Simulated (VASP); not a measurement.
All values below come from r2SCAN meta-GGA, VASP's PBE PAW potentials (set 64) (plane waves; VASP).

VASP input:

### POSCAR
```
Al
1
    0.0000000000     2.0250000000     2.0250000000
    2.0250000000     0.0000000000     2.0250000000
    2.0250000000     2.0250000000     0.0000000000
Al
1
Direct
  0.0000000000   0.0000000000   0.0000000000
```

INCAR:
```
SYSTEM = Al
PREC = Accurate; ENCUT = 480; LREAL = .FALSE.
LASPH = .TRUE.
EDIFF = 1E-6; NELM = 100; ALGO = Normal
LMIXTAU = .TRUE.
ISMEAR = 1; SIGMA = 0.1
METAGGA = R2SCAN
IBRION = 2; NSW = 60; ISIF = 3
EDIFFG = -0.01
LWAVE = .FALSE.; LCHARG = .FALSE.
```

**KPOINTS**
```
Automatic mesh
0
G
 14 14 14
```

POTCAR, in this order: Al (PBE.64 set). Program: vasp_std.

Problem. What will the output report for the number of irreducible k-points (NKPTS), largest plane-wave count, number of space-group operations, FFT grid (NGX, NGY, NGZ)?

Solution. 
```yaml
number of irreducible k-points (NKPTS): 104
largest_plane_wave_count: 411
number_of_space_group_operations: 48
FFT grid (NGX, NGY, NGZ): 20 × 20 × 20
```

The compound is Al in the fcc structure. This run relaxes it. Symmetry was kept, so distortions that lower it aren't found.
